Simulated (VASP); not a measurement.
Calculation: r2SCAN meta-GGA, VASP's PBE PAW potentials (set 64) (plane waves; VASP 6.6.1).

Input for VASP

File KPOINTS:
```
Automatic mesh
0
Gamma
10 10 10
0 0 0
```

### INCAR
```
SYSTEM = Ba
PREC = Accurate
ENCUT = 480
EDIFF = 1E-7
NELM = 100
ALGO = Normal
LREAL = .FALSE.
LASPH = .TRUE.
ISMEAR = 1
SIGMA = 0.1
METAGGA = R2SCAN
LMIXTAU = .TRUE.
LMAXMIX = 4
LWAVE = .FALSE.
LCHARG = .FALSE.
ISIF = 2
```

### POSCAR
```
Ba
1.0
 -2.4383918780   2.4383918780   2.4383918780
  2.4383918780  -2.4383918780   2.4383918780
  2.4383918780   2.4383918780  -2.4383918780
Ba
1
direct
  0.0000000000   0.0000000000   0.0000000000
```

POTCAR, in this order: Ba_sv (PBE.64 set). Program: vasp_std.

The run wrote:

**OSZICAR**
```
       N       E                     dE             d eps       ncg     rms          rms(c)
DAV:   1     0.280613781003E+02    0.28061E+02   -0.43103E+03   846   0.897E+02
DAV:   2    -0.269943198838E+02   -0.55056E+02   -0.54046E+02  1002   0.154E+02
DAV:   3    -0.292005202951E+02   -0.22062E+01   -0.21977E+01  1101   0.353E+01
DAV:   4    -0.292661246929E+02   -0.65604E-01   -0.65445E-01  1347   0.491E+00
DAV:   5    -0.292664094271E+02   -0.28473E-03   -0.28464E-03  1174   0.260E-01    0.184E+00
DAV:   6    -0.259342435125E+02    0.33322E+01   -0.10045E+00  1262   0.704E+00    0.141E+00
DAV:   7    -0.259838878177E+02   -0.49644E-01   -0.26288E-02   912   0.155E+00    0.138E+00
DAV:   8    -0.260498916128E+02   -0.66004E-01   -0.48227E-02   872   0.346E+00    0.100E+00
DAV:   9    -0.263946730279E+02   -0.34478E+00   -0.91920E-01  1036   0.826E+00    0.625E-01
DAV:  10    -0.264255368306E+02   -0.30864E-01   -0.18143E-02  1038   0.145E+00    0.532E-01
DAV:  11    -0.264036678786E+02    0.21869E-01   -0.29291E-03  1025   0.667E-01    0.765E-01
DAV:  12    -0.264086273454E+02   -0.49595E-02   -0.69023E-02   901   0.329E+00    0.127E-01
DAV:  13    -0.264112077530E+02   -0.25804E-02   -0.29094E-03  1115   0.777E-01    0.256E-01
DAV:  14    -0.264051168703E+02    0.60909E-02   -0.74354E-03   848   0.112E+00    0.346E-02
DAV:  15    -0.264050654925E+02    0.51378E-04   -0.21170E-03   973   0.495E-01    0.405E-02
DAV:  16    -0.264051863186E+02   -0.12083E-03   -0.14320E-04  1005   0.159E-01    0.495E-02
DAV:  17    -0.264057928211E+02   -0.60650E-03   -0.19206E-03   850   0.592E-01    0.280E-02
DAV:  18    -0.264054749074E+02    0.31791E-03   -0.69352E-04   850   0.349E-01    0.135E-02
DAV:  19    -0.264056175215E+02   -0.14261E-03   -0.20376E-04   850   0.189E-01    0.132E-02
DAV:  20    -0.264055810095E+02    0.36512E-04   -0.98783E-06  1153   0.333E-02    0.777E-03
DAV:  21    -0.264055725809E+02    0.84286E-05   -0.12856E-05   862   0.503E-02    0.441E-03
DAV:  22    -0.264055712657E+02    0.13152E-05   -0.15728E-06   909   0.176E-02    0.155E-03
DAV:  23    -0.264055699377E+02    0.13280E-05   -0.12205E-06   865   0.138E-02    0.171E-03
DAV:  24    -0.264055690287E+02    0.90903E-06   -0.48559E-07   870   0.699E-03    0.102E-03
DAV:  25    -0.264055692121E+02   -0.18345E-06   -0.27227E-08   639   0.233E-03    0.961E-04
DAV:  26    -0.264055690791E+02    0.13304E-06   -0.35382E-08   446   0.183E-03    0.340E-04
DAV:  27    -0.264055690537E+02    0.25370E-07   -0.39321E-08   458   0.185E-03
   1 F= -.26405569E+02 E0= -.26405380E+02  d E =-.568462E-03
```

OUTCAR:
```
------------------------ aborting loop because EDIFF is reached ----------------------------------------
  FORCE on cell =-STRESS in cart. coord.  units (eV):
  Direction    XX          YY          ZZ          XY          YZ          ZX
  --------------------------------------------------------------------------------------
  Total        0.4479737      0.4479737      0.4479737      0.0000000      0.0000000     -0.0000000
  in kB       12.3763502     12.3763502     12.3763502      0.0000000      0.0000000     -0.0000000
  external PRESSURE =      12.3763502 kB  Pullay stress =       0.0000000 kB
  volume of cell :       57.99
      direct lattice vectors                 reciprocal lattice vectors
    -2.438391878  2.438391878  2.438391878     0.000000000  0.205053176  0.205053176
     2.438391878 -2.438391878  2.438391878     0.205053176  0.000000000  0.205053176
     2.438391878  2.438391878 -2.438391878     0.205053176  0.205053176  0.000000000
 POSITION                                       TOTAL-FORCE (eV/Angst)
 -----------------------------------------------------------------------------------
      0.00000      0.00000      0.00000        -0.000000     -0.000000     -0.000000
 -----------------------------------------------------------------------------------
    total drift:                               -0.000000     -0.000000      0.000000
  FREE ENERGIE OF THE ION-ELECTRON SYSTEM (eV)
  ---------------------------------------------------
  free  energy   TOTEN  =       -26.4055690537 eV

  energy  without entropy=      -26.4050005921  energy(sigma->0) =      -26.40537957
```
(Selected blocks of OUTCAR.)

The compound is Ba in the bcc structure. This cell was strained or had an atom moved on purpose.
